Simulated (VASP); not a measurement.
Wanted: the native input for a VASP 6.6.1 run.

```yaml
Task: relaxation of cell and atoms
Functional: PBE
Potentials_or_basis: VASP PAW PBE potentials, release 64 (B, C)
Cutoff: 520 eV
k_mesh: 8 × 8 × 5
Occupations: gaussian, width 0.15 eV
Spin: no spin polarisation
Further_INCAR_settings: PREC = Normal; ALGO = Fast; EDIFF = 0.0001; IBRION = 2; EDIFFG = -0.08; NSW = 24; ISIF = 3
```

The structure of B2C lies in POSCAR:

```
B2C
1.0
    2.7130467900      0.0000000000      0.0000000000
    0.0000000000      2.7130467900      0.0000000000
    0.0000000000      0.0000000000      4.0228448200
B C
2 1
Direct
    0.5000000000      0.0000000000      0.7777620000
    0.0000000000      0.5000000000      0.2222380000
    0.0000000000      0.0000000000      0.5000000000
```

The cell was built by a generator and needn't be a form met in nature.

The input as run:

INCAR

```
SYSTEM = B2C
PREC     = Normal         ! precision mode
ENCUT    = 520            ! plane-wave cutoff, eV
EDIFF    = 1E-4           ! SCF threshold, eV
ISMEAR   = 0              ! smearing method
SIGMA    = 0.15           ! smearing width, eV
LREAL    = .FALSE.        ! projectors in reciprocal space
LASPH    = .TRUE.         ! aspherical terms in the spheres
NELM     = 60             ! most SCF steps
ALGO     = Fast           ! electronic algorithm
ISIF     = 3              ! what is computed and relaxed
LWAVE    = .FALSE.        ! write WAVECAR
LCHARG   = .FALSE.        ! write CHGCAR
GGA      = PE             ! functional
IBRION   = 2              ! ionic algorithm
NSW      = 24             ! ionic steps
EDIFFG   = -0.08          ! ionic threshold
KPAR     = 2
```

KPOINTS

```
Automatic mesh
0
G
  8 8 5
  0 0 0
```

Potentials or basis: VASP PAW PBE potentials, release 64 (B, C).

Command:

```bash
$ cat potpaw_PBE.64/B/POTCAR potpaw_PBE.64/C/POTCAR > POTCAR
$ mpirun -np 2 vasp_std > vasp.out
```

Results of the run:

```
Relaxed volume                         : 7.69 Å³/atom
Relaxed cell                           : a = 2.663 Å, b = 2.663 Å, c = 3.253 Å, α = 90.00°, β = 90.00°, γ = 90.00°
Space group after relaxing (to 0.05 Å) : P-4m2 (No. 115)
Energy gained by relaxing              : 751.8 meV/atom
Ionic steps                            : 7
Pressure after relaxing                : -1.2 GPa
Largest force after relaxing           : 0.040 eV/Å
Band gap on the k mesh                 : none (metal or under the smearing width)
```

Caveat: the volume moved by over 15 % at a fixed basis, so the end points are rough; the relaxation stopped at a loose force limit of 0.08 eV/Å, so its end isn't a converged minimum.

Wall time 16 s on 2 MPI ranks on AMD EPYC 7R13 Processor (Zen 3) (shared host), peak memory 0.1 GiB a rank.
